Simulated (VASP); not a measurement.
These are optB86b-vdW, VASP's PBE PAW potentials (set 64) (plane waves; VASP) values and carry that method's errors.

The input files of a VASP run:

KPOINTS:
```
K-points
0
gamma
 10 10 4
```

**INCAR**
```
# general
SYSTEM    =  C
PREC      =  Accurate
ENCUT     =  520
LREAL     =  .FALSE.
LASPH     =  .TRUE.

# electronic loop
EDIFF     =  1E-7
NELM      =  100
ALGO      =  Normal

# smearing
ISMEAR    =  0
SIGMA     =  0.05

# functional
GGA       =  MK
LUSE_VDW  =  .TRUE.
AGGAC     =  0.0
PARAM1    =  0.1234
PARAM2    =  1.0

# ions
IBRION    =  2
NSW       =  30
ISIF      =  4
EDIFFG    =  -0.01

# output
LWAVE     =  .FALSE.
LCHARG    =  .FALSE.
```

**POSCAR**
```
C
1
    1.2214121848    -2.1155474683     0.0000000000
    1.2214121848     2.1155474683     0.0000000000
    0.0000000000     0.0000000000     6.5189506079
C
4
Direct
  0.0000000000   0.0000000000   0.2500000000
  0.0000000000   0.0000000000   0.7500000000
  0.3333330000   0.6666670000   0.2500000000
  0.6666670000   0.3333330000   0.7500000000
```

POTCAR, in this order: C (PBE.64 set). Program: vasp_std.

What VASP printed:

**OUTCAR**
```
 ion  position               nearest neighbor table
   1  0.000  0.000  0.250-   3 1.41   3 1.41   3 1.41
   2  0.000  0.000  0.750-   4 1.41   4 1.41   4 1.41
   3  0.333  0.667  0.250-   1 1.41   1 1.41   1 1.41
   4  0.667  0.333  0.750-   2 1.41   2 1.41   2 1.41
  LATTYP: Found a hexagonal cell.
 ALAT       =     2.4428239429
 C/A-ratio  =     2.6686125404
 Subroutine PRICEL returns:
 Original cell was already a primitive cell.
 Subroutine GETGRP returns: Found 24 space group operations
The static configuration has the point symmetry D_3d.
 The point group associated with its full space group is D_6h.
The dynamic configuration has the point symmetry D_3d.
 Subroutine INISYM returns: Found 24 space group operations
 Subroutine IBZKPT returns following result:
 Found     42 irreducible k-points:

 Following reciprocal coordinates:
            Coordinates               Weight
  0.000000  0.000000  0.000000      1.000000
  0.100000 -0.000000  0.000000      6.000000
  0.200000 -0.000000  0.000000      6.000000
  0.300000  0.000000  0.000000      6.000000
  0.400000  0.000000  0.000000      6.000000
  0.500000  0.000000  0.000000      3.000000
  0.100000  0.100000  0.000000      6.000000
  0.200000  0.100000  0.000000     12.000000
  0.300000  0.100000  0.000000     12.000000
  0.400000  0.100000  0.000000     12.000000
  0.200000  0.200000  0.000000      6.000000
  0.300000  0.200000  0.000000     12.000000
  0.400000  0.200000  0.000000      6.000000
  0.300000  0.300000  0.000000      6.000000
  0.000000  0.000000  0.250000      2.000000
  0.100000 -0.000000  0.250000     12.000000
  0.200000 -0.000000  0.250000     12.000000
  0.300000  0.000000  0.250000     12.000000
  0.400000  0.000000  0.250000     12.000000
  0.500000  0.000000  0.250000      6.000000
  0.100000  0.100000  0.250000     12.000000
  0.200000  0.100000  0.250000     24.000000
  0.300000  0.100000  0.250000     24.000000
  0.400000  0.100000  0.250000     24.000000
  0.200000  0.200000  0.250000     12.000000
  0.300000  0.200000  0.250000     24.000000
  0.400000  0.200000  0.250000     12.000000
  0.300000  0.300000  0.250000     12.000000
  0.000000  0.000000  0.500000      1.000000
  0.100000 -0.000000  0.500000      6.000000
  0.200000 -0.000000  0.500000      6.000000
  0.300000  0.000000  0.500000      6.000000
  0.400000  0.000000  0.500000      6.000000
  0.500000  0.000000  0.500000      3.000000
  0.100000  0.100000  0.500000      6.000000
  0.200000  0.100000  0.500000     12.000000
  0.300000  0.100000  0.500000     12.000000
  0.400000  0.100000  0.500000     12.000000
  0.200000  0.200000  0.500000      6.000000
  0.300000  0.200000  0.500000     12.000000
   k-points           NKPTS =     42   k-points in BZ     NKDIM =     42   number of bands    NBANDS=     12
   number of dos      NEDOS =    301   number of ions     NIONS =      4
   total plane-waves  NPLWV =  15552
   dimension x,y,z NGX =    18 NGY =   18 NGZ =   48
   dimension x,y,z NGXF=    36 NGYF=   36 NGZF=   96
   ions per type =               4
   PREC   = accura    normal or accurate (medium, high low for compatibility)
   ISTART =      0    job   : 0-new  1-cont  2-samecut
   ICHARG =      2    charge: 1-file 2-atom 10-const
   ISPIN  =      1    spin polarized calculation?
   LNONCOLLINEAR =      F non collinear calculations
   LSORBIT =      F    spin-orbit coupling
   INIWAV =      1    electr: 0-lowe 1-rand  2-diag
   ENCUT  =  520.0 eV  38.22 Ry    6.18 a.u.   4.54  4.54 12.12*2*pi/ulx,y,z
   NELM   =    100;   NELMIN=  2; NELMDL= -5     # of ELM steps
...
```

**OSZICAR**
```
       N       E                     dE             d eps       ncg     rms          rms(c)
DAV:   1     0.552437058151E+02    0.55244E+02   -0.83007E+03  1008   0.123E+03
DAV:   2    -0.313138206268E+02   -0.86558E+02   -0.78039E+02  1392   0.235E+02
DAV:   3    -0.349727666773E+02   -0.36589E+01   -0.36330E+01  1288   0.493E+01
DAV:   4    -0.350157983148E+02   -0.43032E-01   -0.42973E-01  1256   0.618E+00
DAV:   5    -0.350166887631E+02   -0.89045E-03   -0.88994E-03  1236   0.867E-01    0.932E+00
DAV:   6    -0.331118000299E+02    0.19049E+01   -0.19543E+00  1168   0.963E+00    0.542E+00
DAV:   7    -0.325167854123E+02    0.59501E+00   -0.21491E+00  1180   0.103E+01    0.141E+00
DAV:   8    -0.325230418255E+02   -0.62564E-02   -0.69983E-02  1160   0.182E+00    0.128E-01
DAV:   9    -0.325226858951E+02    0.35593E-03   -0.17456E-03  1248   0.337E-01    0.625E-02
DAV:  10    -0.325227936434E+02   -0.10775E-03   -0.18124E-04  1236   0.121E-01    0.346E-02
DAV:  11    -0.325227933643E+02    0.27915E-06   -0.39973E-06  1288   0.180E-02    0.170E-03
DAV:  12    -0.325227934275E+02   -0.63194E-07   -0.19727E-07  1260   0.413E-03
   1 F= -.32522793E+02 E0= -.32522793E+02  d E =-.325228E+02
       N       E                     dE             d eps       ncg     rms          rms(c)
DAV:   1    -0.326246090715E+02   -0.10182E+00   -0.35800E+00  1008   0.164E+01    0.115E+00
DAV:   2    -0.325686579691E+02    0.55951E-01   -0.82541E-02  1232   0.220E+00    0.664E-01
DAV:   3    -0.325437752515E+02    0.24883E-01   -0.76962E-02  1184   0.190E+00    0.165E-01
DAV:   4    -0.325437305094E+02    0.44742E-04   -0.34390E-03  1176   0.437E-01    0.558E-02
DAV:   5    -0.325435366576E+02    0.19385E-03   -0.54945E-04  1252   0.168E-01    0.968E-03
DAV:   6    -0.325435391820E+02   -0.25245E-05   -0.14636E-05  1204   0.301E-02    0.700E-03
DAV:   7    -0.325435389371E+02    0.24496E-06   -0.32530E-06  1188   0.144E-02    0.217E-03
DAV:   8    -0.325435389467E+02   -0.95696E-08   -0.13466E-07  1056   0.331E-03
   2 F= -.32543539E+02 E0= -.32543539E+02  d E =-.207455E-01
       N       E                     dE             d eps       ncg     rms          rms(c)
DAV:   1    -0.325476193468E+02   -0.40804E-02   -0.12643E-01  1008   0.305E+00    0.214E-01
DAV:   2    -0.325456247403E+02    0.19946E-02   -0.27775E-03  1248   0.406E-01    0.124E-01
DAV:   3    -0.325447300734E+02    0.89467E-03   -0.28308E-03  1184   0.365E-01    0.318E-02
DAV:   4    -0.325447247069E+02    0.53666E-05   -0.11962E-04  1176   0.809E-02    0.113E-02
DAV:   5    -0.325447205254E+02    0.41814E-05   -0.12288E-05  1232   0.268E-02    0.180E-03
DAV:   6    -0.325447206552E+02   -0.12973E-06   -0.41792E-07  1204   0.491E-03    0.146E-03
DAV:   7    -0.325447207180E+02   -0.62810E-07   -0.14656E-07  1000   0.312E-03
   3 F= -.32544721E+02 E0= -.32544721E+02  d E =-.219273E-01
```

### OUTCAR
```
------------------------ aborting loop because EDIFF is reached ----------------------------------------
  FORCE on cell =-STRESS in cart. coord.  units (eV):
  Direction    XX          YY          ZZ          XY          YZ          ZX
  --------------------------------------------------------------------------------------
  Total        0.3690029      0.3690027      0.3731821      0.0000000      0.0000000      0.0000000
  in kB       17.5488102     17.5488016     17.7475595      0.0000000      0.0000000      0.0000000
  external PRESSURE =      17.6150571 kB  Pullay stress =       0.0000000 kB
  volume of cell :       33.69
      direct lattice vectors                 reciprocal lattice vectors
     1.231855827 -2.133636357  0.000000000     0.405891655 -0.234341714 -0.000000000
     1.231855827  2.133636357 -0.000000000     0.405891655  0.234341714 -0.000000000
     0.000000000 -0.000000000  6.408884247     0.000000000  0.000000000  0.156033400
 POSITION                                       TOTAL-FORCE (eV/Angst)
 -----------------------------------------------------------------------------------
      0.00000     -0.00000      1.60222         0.000000      0.000000     -0.000000
      0.00000     -0.00000      4.80666         0.000000     -0.000000      0.000000
      1.23186      0.71121      1.60222        -0.000000      0.000000      0.000000
      1.23186     -0.71121      4.80666         0.000000     -0.000000      0.000000
 -----------------------------------------------------------------------------------
    total drift:                               -0.000000     -0.000000      0.000000
  FREE ENERGIE OF THE ION-ELECTRON SYSTEM (eV)
  ---------------------------------------------------
  free  energy   TOTEN  =       -32.5447207180 eV

  energy  without entropy=      -32.5447207180  energy(sigma->0) =      -32.54472072

 reached required accuracy - stopping structural energy minimisation
```
(Selected blocks of OUTCAR.)

CONTCAR:
```
C
   1.00000000000000
     1.2318558274101299   -2.1336363570386747    0.0000000000000000
     1.2318558274101299    2.1336363570386747   -0.0000000000000000
     0.0000000000000000   -0.0000000000000000    6.4088842470498806
  C
     4
Direct
     0.0000000000000000    0.0000000000000000    0.2500000000000000
     0.0000000000000000    0.0000000000000000    0.7500000000000000
     0.3333330000000032    0.6666669999999968    0.2500000000000000
     0.6666669999999968    0.3333330000000032    0.7500000000000000
```

The compound is C in the graphite structure. This cell is one point of a volume scan, at 0.97 of the reference volume. Symmetry was kept, so distortions that lower it aren't found.
